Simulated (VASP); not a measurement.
Data:

```
CELL_PARAMETERS angstrom
      0.00000     2.94398     2.94398
      2.94398     0.00000     2.94398
      2.94398     2.94398     0.00000
ATOMIC_POSITIONS crystal
  Hg 0.00000 0.00000 0.00000
  S  0.25000 0.25000 0.25000
```

These are PBEsol GGA, VASP's PBE PAW potentials (set 64) (plane waves; VASP) values and carry that method's errors. Numerical set-up: 400 eV cut-off, Gaussian smearing of 0.050 eV, potentials Hg S.

Question: Give the energies of bands 2 to 11 at the high-symmetry points, in eV from the Fermi level.

Answer: 
| band | Γ | X | U | L | W |
|---|---|---|---|---|---|
| 2 | -7.01 | -6.88 | -6.77 | -6.81 | -6.68 |
| 3 | -7.01 | -6.40 | -6.51 | -6.81 | -6.54 |
| 4 | -7.01 | -6.40 | -6.32 | -6.06 | -6.25 |
| 5 | -6.13 | -5.97 | -6.05 | -6.06 | -6.19 |
| 6 | -6.13 | -5.71 | -5.51 | -5.74 | -5.38 |
| 7 | -0.57 | -4.83 | -5.07 | -5.47 | -5.11 |
| 8 | 0.00 | -2.29 | -2.84 | -0.96 | -2.78 |
| 9 | 0.00 | -2.29 | -1.85 | -0.96 | -2.30 |
| 10 | 0.00 | 3.13 | 3.24 | 1.50 | 3.74 |
| 11 | 5.96 | 3.32 | 4.62 | 6.69 | 5.21 |

It has no gap at this level: it comes out as a metal or semimetal.

The compound is HgS in the zinc blende structure, metacinnabar; cinnabar is the stable form. It was relaxed first.
